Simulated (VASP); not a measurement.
These are PBEsol GGA, VASP's PBE PAW potentials (set 64) (plane waves; VASP) values and carry that method's errors.

VASP input:

### INCAR
```
! general
SYSTEM   =  Bi2Se3
PREC     =  Accurate
ENCUT    =  400
LREAL    =  .FALSE.
LASPH    =  .TRUE.

! electronic loop
EDIFF    =  1E-7
NELM     =  100
ALGO     =  Normal   ! blocked Davidson
LMAXMIX  =  4   ! l cut-off of mixed one-centre charges

! smearing
ISMEAR   =  -5

! functional
GGA      =  PS

! ions
ISIF     =  2

! output
LWAVE    =  .FALSE.
LCHARG   =  .TRUE.
LORBIT   =  11   ! lm-projected
NEDOS    =  601

! other
LEFG     =  .TRUE.
```

KPOINTS:
```
Automatic
0
G
7 7 1
```

File POSCAR:
```
Bi2Se3
1
    4.1036495665     0.0000000000     0.0000000000
   -2.0518247832     3.5538651311     0.0000000000
   -0.0000000000    -0.0000000000    22.9269953504
Bi Se
2 3
Direct
  0.3333330000   0.6666670000   0.4161971454
  0.0000000000   0.0000000000   0.5838028546
  0.0000000000   1.0000000000   0.3477289622
  0.6666670000   0.3333330000   0.5000000000
  0.3333330000   0.6666670000   0.6522710378
```

POTCAR, in this order: Bi_d Se (PBE.64 set). Program: vasp_std.

The cell holds a wide vacuum, so values per volume refer to the whole cell.

Predict the energy per atom (σ→0).

energy per atom (σ→0): -4.389 eV/atom

**OSZICAR**
```
...
DAV:  17    -0.219459812592E+02   -0.88415E-05   -0.37457E-07   376   0.217E-03    0.599E-04
DAV:  18    -0.219459858546E+02   -0.45954E-05   -0.11430E-07   348   0.192E-03    0.419E-04
DAV:  19    -0.219459866855E+02   -0.83092E-06   -0.14048E-08   316   0.809E-04    0.285E-04
DAV:  20    -0.219459884219E+02   -0.17364E-05   -0.55775E-08   324   0.741E-04    0.157E-04
DAV:  21    -0.219459888795E+02   -0.45760E-06   -0.11895E-08   292   0.465E-04    0.151E-04
DAV:  22    -0.219459890440E+02   -0.16449E-06   -0.68184E-09   288   0.368E-04    0.416E-05
DAV:  23    -0.219459890792E+02   -0.35252E-07   -0.25393E-09   260   0.241E-04
   1 F= -.21945989E+02 E0= -.21945989E+02  d E =0.000000E+00
```

The cell is a sheet with vacuum, built from a generated structure.
